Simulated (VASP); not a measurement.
An input for Quantum ESPRESSO's pw.x (written as the equivalent of a VASP run, and not itself run):

```
&CONTROL
  calculation = 'scf'
  pseudo_dir = './pseudo'
  outdir = './out'
  tprnfor = .true.
  tstress = .true.
/
&SYSTEM
  ibrav = 0
  nat = 6
  ntyp = 2
  ecutwfc = 86
  occupations = 'smearing'
  smearing = 'gaussian'
  degauss = 0.000735
  input_dft = 'pz'
/
&ELECTRONS
  conv_thr = 7.3e-08
  electron_maxstep = 100
/
ATOMIC_SPECIES
  W 183.840 W.upf
  Se 78.971 Se.upf
CELL_PARAMETERS angstrom
     3.3166100    0.0000000    0.0000000
    -1.6583050    2.8722690    0.0000000
     0.0000000    0.0000000   13.7234530
ATOMIC_POSITIONS crystal
  W    0.6666670  0.3333330  0.7500000
  W    0.3333330  0.6666670  0.2500000
  Se   0.3333330  0.6666670  0.8710000
  Se   0.6666670  0.3333330  0.1290000
  Se   0.6666670  0.3333330  0.3710000
  Se   0.3333330  0.6666670  0.6290000
K_POINTS automatic
  9 9 2 0 0 0
```

Translate this input to VASP (INCAR, KPOINTS, POSCAR, choice of POTCAR).

Several could match; the one computed here: 
KPOINTS:
```
Automatic
0
G
  9 9 2
```

### POSCAR
```
WSe2
1
    3.3166100000     0.0000000000     0.0000000000
   -1.6583050000     2.8722690000     0.0000000000
    0.0000000000     0.0000000000    13.7234530000
W Se
2 4
Direct
  0.6666670000   0.3333330000   0.7500000000
  0.3333330000   0.6666670000   0.2500000000
  0.3333330000   0.6666670000   0.8710000000
  0.6666670000   0.3333330000   0.1290000000
  0.6666670000   0.3333330000   0.3710000000
  0.3333330000   0.6666670000   0.6290000000
```

INCAR:
```
# general
SYSTEM  = WSe2
PREC    = Accurate
ENCUT   = 150
LREAL   = F   # projection in real space or not
LASPH   = T

# electronic loop
EDIFF   = 1E-6   # SCF stop (eV)
NELM    = 100   # most electronic steps
ALGO    = Normal   # blocked Davidson
LMAXMIX = 6   # l cut-off of mixed one-centre charges

# smearing
ISMEAR  = 0   # Gaussian
SIGMA   = 0.01   # width (eV)

# ions
ISIF    = 2   # forces and stress, cell fixed

# output
LWAVE   = F
LCHARG  = F
```

POTCAR, in this order: W_sv Se (LDA.64 set). Program: vasp_std.

What does not carry over: the potentials are each code's own (VASP's PAW set, PseudoDojo norm-conserving files in pw.x), so ENCUT and ecutwfc are chosen apart and not converted; conv_thr bounds pw.x's estimated SCF error, while EDIFF bounds the energy change between steps.

The structure comes from a computed database's WSe2 entry; how it stands against other phases isn't given here. The cell was not relaxed at this level. The run is one of a series of settings (ENCUT = 150 against the base run), some of them coarse on purpose.
